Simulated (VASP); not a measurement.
# TiSi2 under strain, part 4 of 4

Aim: follow the pressure of TiSi2 through compression, expansion and shear. All runs use PBEsol. Left out of this account: 1 further run (self-consistent run: a reference on another mesh). The start is a computed cell from the Materials Project.

VASP 6.6.1; PBEsol; plane waves and PAW (Ti_sv, Si).

So far, pressure (GPa): step 2 (bands, cell as listed) -2.25; step 3 (cell volume +4.0 %) -7.27; step 4 (cell volume +8.0 %) -11.3; step 5 (bands, sheared, principal strains -1.6, -0.2, +1.9 %) -1.90; step 6 (cell volume -4.0 %) 3.97.

## 7. Bands, volume times 0.92

The cell is scaled evenly once more. A prediction first. A parabola through the 4 pressures of evenly scaled cells so far, P = -2.23 -140.1 t +282 t² GPa with t = ln(V/V₁) and V₁ the volume at scale 1, gives 11.42 GPa at t = -0.0834.

Contents of INCAR:

```
SYSTEM = TiSi2
PREC = Accurate
ENCUT = 400
EDIFF = 1E-06
NELM = 100
ISMEAR = -1
SIGMA = 0.05
LREAL = .FALSE.
ALGO = Normal
GGA = PS
NBANDS = 36
LASPH = .TRUE.
LORBIT = 11
LWAVE = .FALSE.
LCHARG = .FALSE.
KPAR = 4
```

Contents of POSCAR:

```
TiSi2
1.0
    1.7167214244     -6.5740016942      0.0000000000
    1.7167214244      6.5740016942      0.0000000000
    0.0000000000      0.0000000000      3.4674483667
Ti Si
2 4
Direct
    0.8968819200      0.1031180800      0.7500000000
    0.1031180800      0.8968819200      0.2500000000
    0.5582514500      0.4417485500      0.7500000000
    0.4417485500      0.5582514500      0.2500000000
    0.2496851800      0.7503148200      0.7500000000
    0.7503148200      0.2496851800      0.2500000000
```

Contents of KPOINTS:

```
Automatic mesh
0
Gamma
9 9 9
0 0 0
```

Contents of KPOINTS_OPT:

```
Line mode
16
Line-mode
Reciprocal
  0.00000000   0.00000000   0.00000000 GAMMA
  0.26704826   0.26704826   0.00000000 X

  0.26704826   0.26704826   0.00000000 X
  0.00000000   0.50000000   0.00000000 S

  0.00000000   0.50000000   0.00000000 S
  0.00000000   0.50000000   0.50000000 R

  0.00000000   0.50000000   0.50000000 R
  0.26704826   0.26704826   0.50000000 A

  0.26704826   0.26704826   0.50000000 A
  0.00000000   0.00000000   0.50000000 Z

  0.00000000   0.00000000   0.50000000 Z
  0.00000000   0.00000000   0.00000000 GAMMA

  0.00000000   0.00000000   0.00000000 GAMMA
 -0.50000000   0.50000000   0.00000000 Y

 -0.50000000   0.50000000   0.00000000 Y
 -0.26704826   0.73295174   0.00000000 X1

 -0.26704826   0.73295174   0.00000000 X1
 -0.26704826   0.73295174   0.50000000 A1

 -0.26704826   0.73295174   0.50000000 A1
 -0.50000000   0.50000000   0.50000000 T

 -0.50000000   0.50000000   0.50000000 T
 -0.50000000   0.50000000   0.00000000 Y

  0.00000000   0.00000000   0.50000000 Z
 -0.50000000   0.50000000   0.50000000 T
```

The projector-augmented-wave data sets are Ti_sv and Si (PBE family, release 64).

Command:

```bash
> mpirun -np 4 vasp_std
```

Log:

```text
[... set-up lines as in an earlier step ...]
 entering main loop
       N       E                     dE             d eps       ncg     rms          rms(c)
DAV:   1     0.353659097920E+03    0.35366E+03   -0.15391E+04  9032   0.100E+03
DAV:   2    -0.698665457451E+01   -0.36065E+03   -0.34375E+03  9116   0.325E+02
DAV:   3    -0.445885611947E+02   -0.37602E+02   -0.36661E+02 14036   0.936E+01
DAV:   4    -0.470919764492E+02   -0.25034E+01   -0.24723E+01 12336   0.217E+01
DAV:   5    -0.471860745491E+02   -0.94098E-01   -0.94071E-01 12596   0.384E+00    0.219E+01
DAV:   6    -0.440889358973E+02    0.30971E+01   -0.16214E+01 11700   0.333E+01    0.743E+00
DAV:   7    -0.436033170623E+02    0.48562E+00   -0.39369E+00 10956   0.167E+01    0.687E+00
DAV:   8    -0.434899013186E+02    0.11342E+00   -0.44297E-01 11088   0.549E+00    0.850E-01
DAV:   9    -0.434880846130E+02    0.18167E-02   -0.55998E-02 11260   0.166E+00    0.627E-01
DAV:  10    -0.434888468806E+02   -0.76227E-03   -0.41483E-03 11916   0.450E-01    0.166E-01
DAV:  11    -0.434887995323E+02    0.47348E-04   -0.68193E-04 12604   0.214E-01    0.369E-02
DAV:  12    -0.434887860605E+02    0.13472E-04   -0.63893E-05 11876   0.620E-02    0.149E-02
DAV:  13    -0.434887880872E+02   -0.20267E-05   -0.48939E-06 11284   0.148E-02    0.471E-03
DAV:  14    -0.434887878807E+02    0.20645E-06   -0.36999E-07  5948   0.424E-03
   1 F= -.43488788E+02 E0= -.43483003E+02  d E =-.115700E-01
 Start KPOINTS_OPT (optional k-point list driver)
k-point batch [1-125\192]
       N       E                     dE             ncg
DAV:   1     0.155618680938E+05   -0.89552E+05     9008
DAV:   2    -0.295797561784E+05   -0.45142E+05     9172
DAV:   3    -0.344021012801E+05   -0.48223E+04    13952
DAV:   4    -0.347258025650E+05   -0.32370E+03    11880
DAV:   5    -0.347389631797E+05   -0.13161E+02    12080
DAV:   6    -0.347390714529E+05   -0.10827E+00    11716
DAV:   7    -0.347390745698E+05   -0.31169E-02    12240
DAV:   8    -0.347390746414E+05   -0.71545E-04    10440
DAV:   9    -0.347390746447E+05   -0.33667E-05     7560
DAV:  10    -0.347390746450E+05   -0.26698E-06     6200
k-point batch [126-192\192]
       N       E                     dE             ncg
DAV:   1     0.416120919808E+05   -0.61558E+05     4824
DAV:   2     0.172711322512E+05   -0.24341E+05     4880
DAV:   3     0.146855599514E+05   -0.25856E+04     7368
DAV:   4     0.144970868576E+05   -0.18847E+03     6556
DAV:   5     0.144899718668E+05   -0.71150E+01     6496
DAV:   6     0.144899209995E+05   -0.50867E-01     6300
DAV:   7     0.144899197049E+05   -0.12946E-02     6552
DAV:   8     0.144899196731E+05   -0.31767E-04     5740
DAV:   9     0.144899196718E+05   -0.12730E-05     4040
DAV:  10     0.144899196717E+05   -0.11461E-06     3280
```

It took 4.5 min on 4 MPI ranks of AMD EPYC 7R43, shared host; peak memory 1.6 GiB.

Parts of OUTCAR (step 7):

```text
   ENCUT  =  400.0 eV  29.40 Ry    5.42 a.u.  11.08 11.08  5.65*2*pi/ulx,y,z

   NELECT =      40.0000    total number of electrons

 E-fermi :  11.5659

 k-point     1 :       0.0000    0.0000    0.0000
  band No.  band energies     occupation
    ...
     15       8.7696      2.00000
     16       8.9052      2.00000
     17       9.1358      2.00000
     18       9.3758      2.00000
     19       9.4728      2.00000
     20      12.0493      0.00013
     21      12.4523      0.00000
     22      12.4917      0.00000
     23      12.6925      0.00000
     24      12.7619      0.00000
    ...

  Total        5.6127187      4.5252183      6.9436726      0.0000000     -0.0000000      0.0000000
  in kB      114.8984628     92.6361458    142.1445401      0.0000000     -0.0000000      0.0000000
  external PRESSURE =     116.5597162 kB  Pullay stress =       0.0000000 kB

 POSITION                                       TOTAL-FORCE (eV/Angst)
 -----------------------------------------------------------------------------------
      1.71672     -5.21820      2.60059         0.000000     -0.264963      0.000000
      1.71672      5.21820      0.86686         0.000000      0.264963      0.000000
      1.71672     -0.76589      2.60059         0.000000     -0.538497     -0.000000
      1.71672      0.76589      0.86686         0.000000      0.538497      0.000000
      1.71672      3.29114      2.60059         0.000000      0.025570      0.000000
      1.71672     -3.29114      0.86686         0.000000     -0.025570     -0.000000
 -----------------------------------------------------------------------------------
    total drift:                                0.000000     -0.000000     -0.000000

  FREE ENERGIE OF THE ION-ELECTRON SYSTEM (eV)
  ---------------------------------------------------
  free  energy   TOTEN  =       -43.4887878807 eV

  energy  without entropy=      -43.4772178328  energy(sigma->0) =      -43.48300286

[... 5 parts as in an earlier step ...]

[... 11 further parts left out ...]
```

This step gave:

- free energy (TOTEN): -43.49 eV
- energy at zero smearing: -43.48 eV
- Fermi energy: 11.57 eV
- pressure: 11.66 GPa

The electronic bands at the labelled points (eV, zero at the Fermi level; # counts the bands kept):

| point | #8 | #9 | #10 | #11 | #12 | #13 | #14 | #15 |
| --- | --- | --- | --- | --- | --- | --- | --- | --- |
| Γ | -2.43 | -2.19 | -2.09 | 0.48 | 0.89 | 0.93 | 1.13 | 1.20 |
| 0.47 of the way | -2.52 | -1.65 | -1.49 | -0.63 | 0.84 | 0.95 | 1.09 | 1.20 |
| X | -1.90 | -1.23 | -0.94 | -0.83 | -0.24 | 1.41 | 1.47 | 1.73 |
| 0.53 of the way | -1.85 | -1.42 | -0.85 | -0.82 | -0.37 | 1.44 | 1.70 | 1.79 |
| S | -1.84 | -1.56 | -0.81 | -0.63 | -0.62 | 1.45 | 1.73 | 1.85 |
| 0.53 of the way | -3.79 | -2.98 | -1.96 | -1.92 | 0.96 | 1.30 | 1.89 | 2.11 |
| R | -3.36 | -3.36 | -2.66 | -2.66 | 1.92 | 1.92 | 2.08 | 2.08 |
| 0.47 of the way | -3.43 | -3.43 | -2.61 | -2.61 | 1.94 | 1.94 | 2.09 | 2.09 |
| A | -3.50 | -3.50 | -2.57 | -2.57 | 1.98 | 1.98 | 2.09 | 2.09 |
| 0.53 of the way | -3.05 | -3.05 | -1.47 | -1.47 | 0.55 | 0.55 | 1.96 | 1.96 |
| Z | -1.86 | -1.86 | -0.04 | -0.04 | 0.95 | 0.95 | 1.56 | 1.56 |
| 0.53 of the way | -2.18 | -1.99 | -0.67 | -0.35 | 0.20 | 0.38 | 1.59 | 1.96 |
| Γ | -2.43 | -2.19 | -2.09 | 0.48 | 0.89 | 0.93 | 1.13 | 1.20 |
| 0.47 of the way | -2.65 | -2.10 | -1.42 | 0.44 | 0.86 | 0.94 | 1.03 | 1.10 |
| Y | -2.72 | -1.98 | -1.32 | 0.39 | 0.67 | 0.78 | 1.00 | 1.58 |
| 0.47 of the way | -2.86 | -1.71 | -0.42 | -0.25 | 0.04 | 0.21 | 1.32 | 1.92 |
| X1 | -1.90 | -1.23 | -0.94 | -0.83 | -0.24 | 1.41 | 1.47 | 1.73 |
| 0.53 of the way | -3.27 | -3.08 | -2.10 | -1.84 | 0.96 | 1.44 | 1.88 | 2.14 |
| A1 | -3.50 | -3.50 | -2.57 | -2.57 | 1.98 | 1.98 | 2.09 | 2.09 |
| 0.53 of the way | -3.29 | -3.29 | -2.43 | -2.43 | 1.88 | 1.88 | 2.03 | 2.03 |
| T | -2.20 | -2.20 | -0.98 | -0.98 | 0.59 | 0.59 | 1.85 | 1.85 |
| 0.47 of the way | -2.20 | -2.04 | -1.24 | -0.23 | 0.46 | 0.78 | 1.16 | 1.60 |
| Y | -2.72 | -1.98 | -1.32 | 0.39 | 0.67 | 0.78 | 1.00 | 1.58 |
| jump to Z | -1.86 | -1.86 | -0.04 | -0.04 | 0.95 | 0.95 | 1.56 | 1.56 |
| 0.53 of the way | -2.35 | -2.35 | -0.60 | -0.60 | 0.71 | 0.71 | 1.84 | 1.84 |
| T | -2.20 | -2.20 | -0.98 | -0.98 | 0.59 | 0.59 | 1.85 | 1.85 |

Of the projections kept (Ti, Si), the largest for each band there; the rest of the weight can lie on other orbitals:

```
point       #8       #9      #10      #11      #12      #13      #14      #15
    Γ  Ti 0.82  Ti 0.59  Ti 0.52  Ti 1.00  Ti 1.00  Ti 0.99  Si 0.81  Si 0.54
    X  Ti 0.63  Ti 0.78  Ti 0.90  Ti 0.77  Ti 0.75  Ti 0.50  Ti 0.53  Ti 0.96
    S  Ti 0.68  Ti 0.66  Ti 0.91  Ti 0.53  Ti 0.88  Si 0.62  Si 0.74  Ti 0.93
    R  Si 0.57  Si 0.57  Ti 0.63  Ti 0.63  Ti 0.97  Ti 0.97  Ti 0.99  Ti 0.99
    A  Si 0.61  Si 0.61  Ti 0.64  Ti 0.64  Ti 0.97  Ti 0.97  Ti 0.99  Ti 0.99
    Z  Ti 0.85  Ti 0.85  Ti 0.76  Ti 0.76  Ti 0.50  Ti 0.50  Ti 0.60  Ti 0.60
```

Force by atom:

```csv
atom,x (eV/Å),y (eV/Å),z (eV/Å),size
Ti1,0.000,-0.265,0.000,0.265
Ti2,0.000,0.265,0.000,0.265
Si3,0.000,-0.538,0.000,0.538
Si4,0.000,0.538,0.000,0.538
Si5,0.000,0.026,0.000,0.026
Si6,0.000,-0.026,0.000,0.026
```

 The pressure is 11.66 GPa. The parabola predicted 11.42 GPa, -0.24 GPa off.

## 8. Bands, atoms displaced by up to 0.21 Å

The atoms are moved off their sites at random, as a crude picture of disorder.

INCAR is that of step 7.

Contents of POSCAR:

```
TiSi2
1.0
    1.7651050250     -6.7592815350      0.0000000000
    1.7651050250      6.7592815350      0.0000000000
    0.0000000000      0.0000000000      3.5651739700
Ti Si
2 4
Direct
    0.8723880000      0.0864240000      0.7446370000
    0.1212880000      0.8841180000      0.2592150000
    0.5585360000      0.4374620000      0.7847900000
    0.3893480000      0.5100950000      0.2257050000
    0.2314750000      0.7591100000      0.7407230000
    0.7604170000      0.2555990000      0.2553420000
```

KPOINTS is that of step 7.

KPOINTS_OPT is that of step 7.

Command:

```bash
> mpirun -np 4 vasp_std
```

Log:

```text
[... set-up lines as in an earlier step ...]
 entering main loop
       N       E                     dE             d eps       ncg     rms          rms(c)
DAV:   1     0.349356891656E+03    0.34936E+03   -0.15419E+04 26336   0.985E+02
DAV:   2    -0.648548925123E+01   -0.35584E+03   -0.33954E+03 26624   0.319E+02
DAV:   3    -0.437283912397E+02   -0.37243E+02   -0.36329E+02 40012   0.925E+01
DAV:   4    -0.466467204476E+02   -0.29183E+01   -0.28802E+01 36484   0.229E+01
DAV:   5    -0.467646856576E+02   -0.11797E+00   -0.11793E+00 36648   0.417E+00    0.200E+01
DAV:   6    -0.436463334660E+02    0.31184E+01   -0.18653E+01 34716   0.343E+01    0.830E+00
DAV:   7    -0.431313349267E+02    0.51500E+00   -0.91360E+00 32188   0.203E+01    0.702E+00
DAV:   8    -0.428552656162E+02    0.27607E+00   -0.18788E+00 34100   0.760E+00    0.474E+00
DAV:   9    -0.427690885801E+02    0.86177E-01   -0.41314E-01 33356   0.507E+00    0.143E+00
DAV:  10    -0.427494773140E+02    0.19611E-01   -0.97711E-02 31516   0.237E+00    0.521E-01
DAV:  11    -0.427500473603E+02   -0.57005E-03   -0.52024E-03 30804   0.412E-01    0.238E-01
DAV:  12    -0.427499389726E+02    0.10839E-03   -0.10834E-03 35440   0.240E-01    0.956E-02
DAV:  13    -0.427499446177E+02   -0.56451E-05   -0.14699E-04 30748   0.948E-02    0.109E-02
DAV:  14    -0.427499438514E+02    0.76635E-06   -0.55312E-06 34888   0.145E-02
   1 F= -.42749944E+02 E0= -.42742233E+02  d E =-.154217E-01
 Start KPOINTS_OPT (optional k-point list driver)
k-point batch [1-192\192]
       N       E                     dE             ncg
DAV:   1     0.272596121515E+05   -0.15733E+06    13856
DAV:   2    -0.409459358195E+05   -0.68206E+05    14040
DAV:   3    -0.482186689757E+05   -0.72727E+04    20956
DAV:   4    -0.488290196459E+05   -0.61035E+03    18864
DAV:   5    -0.488558378566E+05   -0.26818E+02    18360
DAV:   6    -0.488560332238E+05   -0.19537E+00    18304
DAV:   7    -0.488560377849E+05   -0.45611E-02    18516
DAV:   8    -0.488560378643E+05   -0.79394E-04    16672
DAV:   9    -0.488560378676E+05   -0.33130E-05    11096
DAV:  10    -0.488560378680E+05   -0.35010E-06     9272
```

It took 8.5 min on 4 MPI ranks; peak memory 3.9 GiB; 27 min of CPU time.

Parts of OUTCAR (step 8):

```text
   NELECT =      40.0000    total number of electrons

 E-fermi :  10.3116

 k-point     1 :       0.0000    0.0000    0.0000
  band No.  band energies     occupation
    ...
     15       7.5065      2.00000
     16       8.2457      2.00000
     17       8.2705      2.00000
     18       8.5684      2.00000
     19       8.9238      2.00000
     20      10.9300      0.00001
     21      11.0315      0.00000
     22      11.1368      0.00000
     23      11.3850      0.00000
     24      11.5336      0.00000
    ...

  Total       -1.1865935      3.7643801      1.8005214     -0.4272922      0.1915834      0.1946522
  in kB      -22.3475926     70.8960828     33.9099428     -8.0473653      3.6081665      3.6659636
  external PRESSURE =      27.4861443 kB  Pullay stress =       0.0000000 kB

 POSITION                                       TOTAL-FORCE (eV/Angst)
 -----------------------------------------------------------------------------------
      1.69240     -5.31255      2.65476        -0.472460     -0.999623     -0.321285
      1.77465      5.15618      0.92415        -0.251251      4.246017     -0.062811
      1.75804     -0.81837      2.79791         0.019656     -0.173378     -1.779133
      1.58761      0.81616      0.80468         0.918942      0.226234      1.689246
      1.74849      3.56643      2.64081         0.161210     -2.821091      0.809161
      1.79337     -3.41221      0.91034        -0.376097     -0.478160     -0.335179
 -----------------------------------------------------------------------------------
    total drift:                                0.000263     -0.000289     -0.000159

  FREE ENERGIE OF THE ION-ELECTRON SYSTEM (eV)
  ---------------------------------------------------
  free  energy   TOTEN  =       -42.7499438514 eV

  energy  without entropy=      -42.7345221747  energy(sigma->0) =      -42.74223301

[... 5 parts as in an earlier step ...]

[... 12 further parts left out ...]
```

This step gave:

- irreducible k-points: 365
- symmetry operations: 1
- free energy (TOTEN): -42.75 eV
- energy at zero smearing: -42.74 eV
- Fermi energy: 10.31 eV
- pressure: 2.749 GPa

The electronic bands at the labelled points (eV, zero at the Fermi level; # counts the bands kept):

```
          point     #9    #10    #11    #12    #13   #14   #15   #16
              Γ  -2.04  -1.74  -1.39   0.62   0.72  0.83  1.07  1.22
0.47 of the way  -2.03  -1.55  -1.23  -0.51   0.48  0.80  1.23  1.44
              X  -1.85  -1.08  -0.93  -0.76  -0.14  1.37  1.56  1.74
0.53 of the way  -1.74  -1.34  -1.01  -0.73  -0.21  1.28  1.60  1.79
              S  -1.90  -1.63  -1.02  -0.68  -0.28  1.21  1.63  1.82
0.53 of the way  -3.30  -2.39  -1.82  -1.55   0.79  1.47  1.75  1.98
              R  -3.13  -2.76  -2.15  -2.13   1.71  1.78  1.96  2.03
0.53 of the way  -3.21  -2.82  -2.19  -2.04   1.72  1.79  1.96  2.03
              A  -3.30  -2.91  -2.23  -2.02   1.73  1.77  1.88  1.99
0.53 of the way  -2.83  -2.29  -1.32  -1.14   0.51  0.87  1.66  1.84
              Z  -1.53  -1.42  -0.36   0.38   0.41  0.59  1.48  1.54
0.53 of the way  -1.78  -1.72  -0.31  -0.19   0.16  0.38  1.24  1.78
              Γ  -2.04  -1.74  -1.39   0.62   0.72  0.83  1.07  1.22
0.47 of the way  -2.09  -1.63  -0.96   0.62   0.72  0.91  1.05  1.30
              Y  -2.13  -1.56  -0.83   0.59   0.78  0.85  1.01  1.76
0.47 of the way  -2.34  -1.41  -0.26  -0.01   0.21  0.46  0.99  1.63
             X1  -1.85  -1.08  -0.93  -0.76  -0.14  1.37  1.56  1.74
0.47 of the way  -2.84  -2.46  -1.66  -1.33   0.56  1.49  1.74  1.96
             A1  -3.30  -2.91  -2.23  -2.02   1.73  1.77  1.88  1.99
0.47 of the way  -2.81  -2.62  -2.28  -1.95   1.43  1.58  1.69  1.86
              T  -2.09  -1.76  -1.00  -0.46   0.06  0.19  1.56  1.74
0.47 of the way  -1.83  -1.69  -0.89  -0.45   0.51  0.69  1.09  1.64
              Y  -2.13  -1.56  -0.83   0.59   0.78  0.85  1.01  1.76
      jump to Z  -1.53  -1.42  -0.36   0.38   0.41  0.59  1.48  1.54
0.47 of the way  -1.92  -1.78  -0.66  -0.06   0.22  0.34  1.55  1.71
              T  -2.09  -1.76  -1.00  -0.46   0.06  0.19  1.56  1.74
```

Of the projections kept (Ti, Si), the largest for each band there; the rest of the weight can lie on other orbitals:

```csv
point,#9,#10,#11,#12,#13,#14,#15,#16
Γ,Si 0.57,Ti 0.55,Ti 0.52,Ti 0.94,Ti 0.97,Ti 0.99,Ti 0.60,Si 0.64
X,Ti 0.62,Ti 0.76,Ti 0.83,Ti 0.83,Ti 0.80,Ti 0.52,Ti 0.61,Ti 0.94
S,Ti 0.62,Ti 0.67,Ti 0.68,Ti 0.87,Ti 0.80,Si 0.56,Si 0.60,Ti 0.94
R,Si 0.57,Si 0.56,Ti 0.64,Ti 0.67,Ti 0.94,Ti 0.96,Ti 0.98,Ti 0.93
A,Si 0.61,Si 0.59,Ti 0.62,Ti 0.66,Ti 0.97,Ti 0.81,Ti 0.88,Ti 0.97
Z,Ti 0.79,Ti 0.81,Ti 0.74,Ti 0.62,Ti 0.85,Ti 0.73,Ti 0.60,Ti 0.93
```

Force by atom:

```csv
atom,x (eV/Å),y (eV/Å),z (eV/Å),size
Ti1,-0.47,-1.00,-0.32,1.15
Ti2,-0.25,4.25,-0.06,4.25
Si3,0.02,-0.17,-1.78,1.79
Si4,0.92,0.23,1.69,1.94
Si5,0.16,-2.82,0.81,2.94
Si6,-0.38,-0.48,-0.34,0.69
```

 The pressure is 2.75 GPa, and the symmetry operations fall from 8 to 1.

## 9. The runs together

| cell | mesh | pressure (GPa) | gap (eV) |
| --- | --- | --- | --- |
| cell as listed | 9×9×9 | -2.25 | none |
| volume times 1.04 | 9×9×9 | -7.27 | none |
| volume times 1.08 | 9×9×9 | -11.35 | none |
| sheared, principal strains -1.6, -0.2, +1.9 % | 9×9×9 | -1.90 | none |
| volume times 0.96 | 9×9×9 | 3.97 | none |
| volume times 0.92 | 9×9×9 | 11.66 | none |
| atoms displaced by up to 0.21 Å | 9×9×9 | 2.75 | none |

## 10. What came out

| Quantity | Value |
| --- | --- |
| pressure, cell as listed | -2.25 GPa |
| pressure, volume times 1.04 | -7.27 GPa |
| pressure, volume times 1.08 | -11.3 GPa |
| pressure, sheared, principal strains -1.6, -0.2, +1.9 % | -1.90 GPa |
| pressure, volume times 0.96 | 3.97 GPa |
| pressure, volume times 0.92 | 11.7 GPa |
| pressure, atoms displaced by up to 0.21 Å | 2.75 GPa |
| bulk modulus at the listed volume, shape and positions held | 141 GPa |

The slope of pressure against ln V at the listed volume gives a bulk modulus of 141 GPa at fixed shape and positions, an upper bound since the atoms bear forces. The atoms were not relaxed in the changed cells.

[Lines on the potential files, build, host, timing and source positions are cut from VASP's logs without a mark.]

[Logs are printed without paths, hosts, clocks, repeated set-up lines and the standing remarks that a program may print on its own settings, such as how far it seeks lower states.]

[Hosts, paths, dates, database ids (printed as entryN), source tags and the programs' standing remarks are cut or masked in the printed files.]

[A measured line is paired with the nearest computed mode of its activity, which favours agreement.]

[Band numbers marked # count the bands kept; VASP's own numbers are higher by 8 or 9.]
